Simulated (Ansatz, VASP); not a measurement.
**Be (Beryllium) in two plane-wave programs**

Aim: how closely do two programs agree when they are given the same cell, functional and k mesh? The cell is taken from a series of runs on this material, whose earlier steps may have relaxed, scaled, displaced or heated it; both programs get it as it stands.

Program: Ansatz 0.2.0. Level of theory: plane waves, with VASP 6.6.1 beside it; zone-centre phonons at LDA. Results are calculated unless marked as measured.

### Step 1. The starting structure

It takes space group P6_3/mmc (No. 194, hexagonal). The conventional cell has a = 2.317 Å, b = 2.317 Å, c = 3.496 Å, α = 90.00°, β = 90.00°, γ = 120.00°. Be has 12 Be at 2.20 to 2.32 Å nearest.

### Step 2. VASP: zone-centre phonons, LDA

Second derivatives magnify differences that forces hide, and they need a tight electronic threshold.

Lines of VASP's logs that name or quote its potential files are left out, and so is its time.

The input, INCAR:

```
SYSTEM = Be
PREC = Accurate
ENCUT = 600
EDIFF = 1E-08
NELM = 120
ISMEAR = 1
SIGMA = 0.2
LREAL = .FALSE.
ALGO = Normal
GGA = CA
NBANDS = 8
LORBIT = 11
LWAVE = .FALSE.
LCHARG = .FALSE.
ISIF = 2
IBRION = 8
LASPH = .TRUE.
GGA_COMPAT = .FALSE.
KPAR = 2
```

The input, POSCAR:

```
Be
1.0
    2.3169379371      0.0000000000      0.0000000000
   -1.1584689685      2.0065271125      0.0000000000
    0.0000000000      0.0000000000      3.4958096712
Be
2
Direct
    0.3333333333      0.6666666667      0.2500000000
    0.6666666667      0.3333333333      0.7500000000
```

The input, KPOINTS:

```
Automatic mesh
0
Gamma
24 24 12
0 0 0
```

PAW data sets: Be (LDA family, release 64).

Run with:

```
mpirun -np 2 vasp_std
```

Numbers of over 12 decimals in the logs are rounded to 6 here.

Output:

```text
[banner, memory and clock lines left out]
running    2 mpi-ranks, on    1 nodes
 distrk:  each k-point on    1 cores,    2 groups
 distr:  one band on    1 cores,    1 groups

 POSCAR found type information on POSCAR Be
 POSCAR found :  1 types and       2 ions
 LDA part: xc-table for (Slater(with rela. corr.)+CA(PZ))
 , standard interpolation
 POSCAR, INCAR and KPOINTS ok, starting setup
 FFT: planning ... GRIDC
 FFT: planning ... GRID_SOFT
 FFT: planning ... GRID
 WAVECAR not read
 entering main loop
       N       E                     dE             d eps       ncg     rms          rms(c)
DAV:   1    -0.437886289241E+01   -0.43789E+01   -0.19320E+03  6912   0.457E+02
DAV:   2    -0.840387179298E+01   -0.40250E+01   -0.39305E+01 10720   0.443E+01
DAV:   3    -0.841955463388E+01   -0.15683E-01   -0.15674E-01  7296   0.280E+00
DAV:   4    -0.841955978557E+01   -0.51517E-05   -0.51516E-05 10088   0.544E-02
DAV:   5    -0.841955978627E+01   -0.70774E-09   -0.28454E-09  7304   0.232E-04    0.122E+00
DAV:   6    -0.838728161645E+01    0.32278E-01   -0.27198E-03  9144   0.330E-01    0.738E-01
DAV:   7    -0.837204227343E+01    0.15239E-01   -0.47982E-03  9776   0.423E-01    0.181E-02
DAV:   8    -0.837203595313E+01    0.63203E-05   -0.97002E-06  7152   0.307E-02    0.504E-03
DAV:   9    -0.837203505003E+01    0.90309E-06   -0.53674E-07  9456   0.621E-03    0.471E-04
DAV:  10    -0.837203504131E+01    0.87208E-08   -0.16784E-09  6472   0.376E-04
   1 F= -.83720350E+01 E0= -.83721937E+01  d E =0.475871E-03
 Linear response reoptimize wavefunctions to high precision
DAV:   1    -0.837203504036E+01    0.95768E-09   -0.34068E-10  7912   0.153E-04
DAV:   2    -0.837203504036E+01   -0.71054E-13   -0.63620E-13  3520   0.660E-06
 Linear response DOF=           2
 Linear response progress:
  Degree of freedom:   1/  2
       N       E                     dE             d eps       ncg     rms          rms(c)
RMM:   1    -0.692211811099E-02   -0.69221E-02   -0.28380E-03 67842   0.286E-01
RMM:   2    -0.686025681300E-02    0.61861E-04   -0.23333E-05 50713   0.252E-02    0.291E-02
RMM:   3    -0.687005803368E-02   -0.98012E-05   -0.13274E-06 51166   0.748E-03    0.173E-02
RMM:   4    -0.691379486766E-02   -0.43737E-04   -0.27360E-06 50887   0.107E-02    0.491E-04
RMM:   5    -0.691357549489E-02    0.21937E-06   -0.13428E-09 52524   0.362E-04    0.150E-04
RMM:   6    -0.691344093789E-02    0.13456E-06    0.11858E-09 52138   0.118E-04    0.834E-06
RMM:   7    -0.691343874430E-02    0.21936E-08    0.16406E-10 51030   0.589E-06    0.187E-06
 first order change of Fermi-energy   0.17006E-05
 force on displaced ion       1 direction 1 :  -3.718   0.000   0.000
 Linear response progress:
  Degree of freedom:   2/  2
       N       E                     dE             d eps       ncg     rms          rms(c)
RMM:   1    -0.170389163677E-01   -0.17039E-01    0.20106E-02 24465   0.638E-01
RMM:   2    -0.152363047522E-01    0.18026E-02   -0.19626E-04 16099   0.733E-02    0.108E-01
RMM:   3    -0.146010880521E-01    0.63522E-03    0.58303E-04 16015   0.846E-02    0.411E-02
RMM:   4    -0.148028603515E-01   -0.20177E-03    0.14329E-04 16358   0.500E-02    0.404E-03
RMM:   5    -0.148318994112E-01   -0.29039E-04   -0.24425E-05 17120   0.326E-03    0.591E-04
RMM:   6    -0.148304912775E-01    0.14081E-05   -0.42066E-06 16871   0.458E-04    0.837E-05
RMM:   7    -0.148299782115E-01    0.51307E-06   -0.63456E-07 17533   0.391E-05    0.924E-06
RMM:   8    -0.148299367020E-01    0.41510E-07   -0.53120E-08 17551   0.616E-06    0.939E-07
RMM:   9    -0.148299318084E-01    0.48936E-08   -0.20651E-08 12715   0.556E-07    0.270E-07
 first order change of Fermi-energy   0.24782E-04
 force on displaced ion       1 direction 3 :  -0.000  -0.000  -7.987
 Linear response finished
```

From OUTCAR (step 2):

```text
ion  position               nearest neighbor table
   1  0.333  0.667  0.250-   2 2.20   2 2.20   2 2.20   2 2.20   2 2.20   2 2.20
   2  0.667  0.333  0.750-   1 2.20   1 2.20   1 2.20   1 2.20   1 2.20   1 2.20

  LATTYP: Found a hexagonal cell.
 ALAT       =     2.3169379371
 C/A-ratio  =     1.5088059180

 Subroutine GETGRP returns: Found 24 space group operations
 (whereof 12 operations were pure point group operations)

The static configuration has the point symmetry D_3d.
 The point group associated with its full space group is D_6h.

 Found    427 irreducible k-points:

   k-points           NKPTS =    427   k-points in BZ     NKDIM =    427   number of bands    NBANDS=      8

   dimension x,y,z NGX =    20 NGY =   20 NGZ =   28
   dimension x,y,z NGXF=    40 NGYF=   40 NGZF=   56

   ENCUT  =  600.0 eV  44.10 Ry    6.64 a.u.   4.63  4.63  6.98*2*pi/ulx,y,z

   NELECT =       4.0000    total number of electrons

 k-points in reciprocal lattice and weights: Automatic mesh
   0.00000000  0.00000000  0.00000000       0.000
   0.04166667  0.00000000  0.00000000       0.001
   0.08333333  0.00000000  0.00000000       0.001
   0.12500000  0.00000000  0.00000000       0.001
   0.16666667  0.00000000  0.00000000       0.001
   0.20833333  0.00000000  0.00000000       0.001
   0.25000000  0.00000000  0.00000000       0.001
   0.29166667  0.00000000  0.00000000       0.001
   0.33333333  0.00000000  0.00000000       0.001
[...]
0.33333333  0.29166667  0.50000000       0.002
   0.33333333  0.33333333  0.50000000       0.000

 average (electrostatic) potential at core
       1 -30.4769       2 -30.4769

  Total       -1.1640843     -1.1640843      0.0425805     -0.0000000      0.0000000      0.0000000
  in kB     -114.7592800   -114.7592800      4.1977244     -0.0000000      0.0000000      0.0000000
  external PRESSURE =     -75.1069452 kB  Pullay stress =       0.0000000 kB

  energy-cutoff  :      600.00
  volume of cell :       16.25
      direct lattice vectors                 reciprocal lattice vectors
     2.316937937  0.000000000  0.000000000     0.431604138  0.249186765  0.000000000
    -1.158468969  2.006527113  0.000000000     0.000000000  0.498373530  0.000000000
     0.000000000  0.000000000  3.495809671     0.000000000  0.000000000  0.286056763

 POSITION                                       TOTAL-FORCE (eV/Angst)
 -----------------------------------------------------------------------------------
     -0.00000      1.33768      0.87395        -0.000000      0.000000      0.000000
      1.15847      0.66884      2.62186         0.000000     -0.000000      0.000000
 -----------------------------------------------------------------------------------
    total drift:                                0.000000     -0.000000      0.000000

 Eigenvectors and eigenvalues of the dynamical matrix
 ----------------------------------------------------

   1 f  =   20.812709 THz   130.770107 2PiTHz  694.237244 cm-1    86.074409 meV
             X         Y         Z           dx          dy          dz
     -0.000000  1.337685  0.873952     0.000000    0.000000   -0.707107
      1.158469  0.668842  2.621857     0.000000    0.000000    0.707107

   2 f  =   14.200517 THz    89.224481 2PiTHz  473.678267 cm-1    58.728594 meV
             X         Y         Z           dx          dy          dz
     -0.000000  1.337685  0.873952     0.587269    0.393847    0.000000
      1.158469  0.668842  2.621857    -0.587269   -0.393847    0.000000

   3 f  =   14.200517 THz    89.224481 2PiTHz  473.678267 cm-1    58.728594 meV
             X         Y         Z           dx          dy          dz
     -0.000000  1.337685  0.873952     0.393847   -0.587269   -0.000000
      1.158469  0.668842  2.621857    -0.393847    0.587269    0.000000

   4 f  =    0.000000 THz     0.000000 2PiTHz    0.000000 cm-1     0.000000 meV
             X         Y         Z           dx          dy          dz
     -0.000000  1.337685  0.873952     0.000000   -0.000000    0.707107
      1.158469  0.668842  2.621857     0.000000    0.000000    0.707107

   5 f/i=    0.000000 THz     0.000001 2PiTHz    0.000003 cm-1     0.000000 meV
             X         Y         Z           dx          dy          dz
     -0.000000  1.337685  0.873952    -0.692253    0.144172    0.000000
      1.158469  0.668842  2.621857    -0.692253    0.144172    0.000000

   6 f/i=    0.000000 THz     0.000001 2PiTHz    0.000007 cm-1     0.000001 meV
             X         Y         Z           dx          dy          dz
     -0.000000  1.337685  0.873952     0.144172    0.692253    0.000000
      1.158469  0.668842  2.621857     0.144172    0.692253    0.000000

 ELASTIC MODULI CONTR FROM IONIC RELAXATION (kBar)
 Direction    XX          YY          ZZ          XY          YZ          ZX
 --------------------------------------------------------------------------------
 XX        -135.7129    135.7129     -0.0000     -0.0000      0.0000     -0.0000
 YY         135.7129   -135.7129      0.0000     -0.0000      0.0000      0.0000
 ZZ          -0.0000      0.0000     -0.0000      0.0000      0.0000     -0.0000
 XY          -0.0000     -0.0000      0.0000   -135.7129      0.0000      0.0000
 YZ           0.0000      0.0000      0.0000      0.0000      0.0000      0.0000
 ZX          -0.0000      0.0000     -0.0000      0.0000      0.0000     -0.0000
 --------------------------------------------------------------------------------
```

### Step 3. Ansatz: zone-centre phonons, LDA

Ansatz runs on its PAW soft_1 files.

The same cell, functional (in two slightly different forms), mesh and smearing now go to Ansatz, which takes its cutoff from its data sets.

The input, input.yaml:

```yaml
crystal:
  lattice:
    - [2.3169379371, 0.0, 0.0]
    - [-1.1584689685, 2.0065271125, 0.0]
    - [0.0, 0.0, 3.4958096712]
  atoms:
    - { symbol: Be, position: [0.3333333333, 0.6666666667, 0.25] }
    - { symbol: Be, position: [0.6666666667, 0.3333333333, 0.75] }
kpoints:
  mp_grid: { grid: [24, 24, 12] }
hamiltonian:
  xc: lda
  pseudopotentials: { kind: paw, azcp: { folder: soft_1 }, xc_functional: pbe }
scf:
  occupations: { method: methfessel_paxton, width: 0.2 }
output:
  eigenvalues: true
phonons:
  method: dfpt
```

Run with:

```
ansatz run input.yaml --threads 4 --pin off --max-ram 10240MiB --backend cpu --events-out ev --progress --plain --runs-dir out
```

Output:

```text
zone centre: on kpoints.mp_grid the ground state, and the responses unless they are solved on pairs of k-points, stand on 1099 of the mesh's 6912 k-points, reduced under 4 symmetry operations, with k and −k counted as one. Each operation leaves every solved displacement unchanged or reverses it
Engine: ansatz 0.2.0, aarch64-unknown-linux-gnu
Pseudopotentials: kind: paw
Pseudopotential: Be, paw, valence charge 2, recommended cutoff 420 eV (normal), soft_1/Be.paw.azcp
Functional definition: SPW92
  exchange = slater_x
  correlation = pw_c
Crystal: 2 atoms, lattice volume = 16.252 Å³
Basis set: ecut = 420 eV, 311 PW (Γ), exchange–correlation on 32×32×48 points (8 copies of the dense FFT grid, shifted against one another)
Bands: 6, of which v1, the nominal top of the filled ones, is band 2 counted from 1 (1 counted from 0)
Symmetry: 24 space group operations
k-points: 1099 of 6912 (irreducible under 4 space group operations, time reversal used)
Non-local potential: Be, projectors of the file, l = 0: 2, l = 1: 2, l = 2: 1
PAW form: soft (Blöchl's): semilocal exchange-correlation on the pseudo side does not see the compensation charge
PAW frozen core: Be, regenerated for the run's functional, and the local potential with it (the file was generated under x = pbe(κ = 0.804, μ = 0.219515), c = pbe(β = 0.066725))
PAW one-centre angular grid: Be, 110 points (default); XC on 64 Gauss nodes
Initial density: superposition of atomic densities (chi_scale 0.1, normalization cell)
Initial wavefunctions: pseudopotential atomic-orbital guess
Functional: x = slater, c = lda
SCF iter   1: F=—  HF=-176.422359 eV  |F-HF|=—  |Δ(HF+E_count)|=         —  Δρ=1.59e-2  dr2=3.22e-2  ethr=3.10e-3  ⟨swp⟩=4.7  Hψ=54156  notcnv=0
preconditioner: auto → none  [metal: Δε(μ)=0.089 eV  Ē_g=12.456 eV  σ=0.200 eV  W_gap=0.36  n_scr=2 (ndim 8)  ℏωp=18.4 eV  f_vac=0.000  D(μ)=0.15/eV (n_scr^D=0)  sad-step TF]
SCF iter   2: F=—  HF=-176.420735 eV  |F-HF|=—  |Δ(HF+E_count)|=   1.62e-3  S|Δr|=    0.00e0  Δρ=9.77e-3  dr2=1.26e-2  ethr=8.06e-4  ⟨swp⟩=1.0  Hψ=15386  notcnv=0
SCF iter   3: F=—  HF=-176.418843 eV  |F-HF|=—  |Δ(HF+E_count)|=   1.89e-3  S|Δr|=    0.00e0  Δρ=4.78e-4  dr2=3.23e-5  ethr=3.15e-4  ⟨swp⟩=1.0  Hψ=6594  notcnv=0
SCF iter   4: F=—  HF=-176.418833 eV  |F-HF|=—  |Δ(HF+E_count)|=   9.62e-6  S|Δr|=    0.00e0  Δρ=2.38e-5  dr2=7.03e-8  ethr=8.07e-7  ⟨swp⟩=1.0  Hψ=6661  notcnv=0
SCF iter   5: F=—  HF=-176.418833 eV  |F-HF|=—  |Δ(HF+E_count)|=   1.61e-7  S|Δr|=    0.00e0  Δρ=3.12e-6  dr2=8.74e-10  ethr=1.76e-9  ⟨swp⟩=2.3  Hψ=8656  notcnv=0
SCF iter   6: F=-176.418833 eV  HF=-176.418833 eV  |F-HF|=1.34e-12  |Δ(HF+E_count)|=  5.99e-11  S|Δr|=    0.00e0  Δρ=2.72e-7  dr2=9.31e-12  ethr=1.00e-12  ⟨swp⟩=3.9  Hψ=22836  notcnv=0
SCF 1 converged in 6 iterations: F = -176.418833 eV  dr2 = 9.31e-12
  greatest PAW one-centre occupation: 0.350 electrons in one spin orbital (limit 2), on the Be atom at site 1 (counted from 0), in its partial waves of l = 0
DFPT response loops at Γ: preconditioner auto → Kerker (q_TF=auto, 2.160 Å⁻¹) (partly filled bands, converged f_vac=0.000); β = 1.00, the filter's whole step (`scf.mixing.beta` (0.50) is not read by the response loops under this deck's `scf.mixing.preconditioner`; to damp them name `kerker` or `kerker_dos`, under which they read `scf.mixing.beta`, and type it under 1.00, their step now; both keys bind the ground state too); Broyden in place of MSR1
SCF converged after 6 iterations
Stability not checked: this state was not tested for a lower state beside it, because cold or Methfessel-Paxton smearing, or corrected tetrahedra, fill the levels in a way that the test cannot read (fill_not_monotonic; see scf.lower_state_search)
Free energy (F): -176.418833 eV
Harris-Foulkes:  -176.418833 eV  (|F-HF|=1.34e-12)
Internal energy: -176.419310 eV  (E = F + TS)
E sigma→0 (E₀):  -176.418952 eV
Entropy (-TS):   0.000477 eV (0.239 meV/atom)
Fermi energy:    7.524254 eV
--- Per-component energies (eV) ---
  E_band       = 10.975476
  E_kinetic    = 42.366614
  E_local      = 5.280446  (includes V_loc(G=0)·N_el)
  E_nonlocal   = 7.867748
  E_hartree    = 0.087490
  E_xc         = -40.334775
  E_vxc        = -41.422997  (∫ρ·V_xc dr)
  E_paw        = -109.071292  (= ΣΔE_a)
  E_vpaw       = -3.291311  (= ΣTr[D̂ρ^β])
  E_aug_tail   = -0.000001  (compensation charges beyond the density's cutoff)
  E_ewald      = -82.676113
  E_core_change = 0.060574  (= ΣΔE_core)
  E_smearing   = 0.000477  (= −TS)
  E_closure    = 0.000000  (closes the sum)
  Σ components = -176.418833   (vs F -176.418833, Δ=0.00e0)
--- Band table (eV; the first three rows and the last of 1099) ---
  k-point 0: bands = ["-3.3769", "3.7394", "9.5380", "22.2328", "22.2328", "25.2451"]
  k-point 1: bands = ["-3.3149", "3.3689", "10.0536", "22.2911", "22.2911", "25.2271"]
  k-point 2: bands = ["-3.1290", "2.5172", "11.3385", "22.4632", "22.4632", "25.1615"]
  k-point 1098: bands = ["3.8277", "3.8277", "10.9569", "10.9569", "14.7910", "14.7910"]
--- Phonons (Γ-DFPT): 2 representative perturbations + reference, on 1099 of 6912 k-points (Σ response iterations 6) ---
  k mesh reduced under 4 symmetry operations, with k and −k counted as one. Each operation leaves every solved displacement unchanged or reverses it
  ASR residual: 2.819e-5 → 0.000e0 eV/Å²; symmetrization residual: 1.027e-11 eV/Å²
  ASR residual per site (eV/Å²): 2.82e-5 2.82e-5
  Γ frequencies (cm⁻¹): 0.00 0.00 0.00 473.76 473.76 691.10
  non-analytic LO–TO correction: not included (Born effective charges unavailable; polar crystals: no LO–TO splitting at Γ)
```

### Step 4. Differences

Known differences besides the potentials themselves: the two LDA forms differ slightly; the cutoff is 420 eV in Ansatz and 600 eV in VASP; VASP's log shows a relativistic correction to its local exchange, Ansatz's none. Total energies have different zeros and are not compared.

Compared:

| quantity | Ansatz | VASP | difference |
| --- | --- | --- | --- |
| optical mode 1 to 2 (cm⁻¹) | 473.8 | 473.7 | +0.02 % |
| optical mode 3 (cm⁻¹) | 691.1 | 694.2 | -0.45 % |

Modes are paired by rising frequency, not by their patterns, so a pair may set unlike modes beside each other; they are those without the splitting of longitudinal modes.

### Step 5. Summary of results

| Item | Value |
| --- | --- |
| r.m.s. difference of the optical zone-centre modes, each program's sorted by frequency (zone-centre phonons, LDA) | 1.8 cm⁻¹ |

What this shows: The r.m.s. difference of the optical zone-centre modes, each program's sorted by frequency is 1.8 cm⁻¹ (zone-centre phonons, LDA). How closely two codes agree says nothing of how well the functional describes the real material.

[Lines on the potential files, build, host, timing and source positions are cut from VASP's logs without a mark.]

[Logs are printed without paths, hosts, clocks, repeated set-up lines and the standing remarks that a program may print on its own settings, such as how far it seeks lower states.]

[Hosts, paths, dates, database ids (printed as entryN), source tags and the programs' standing remarks are cut or masked in the printed files.]
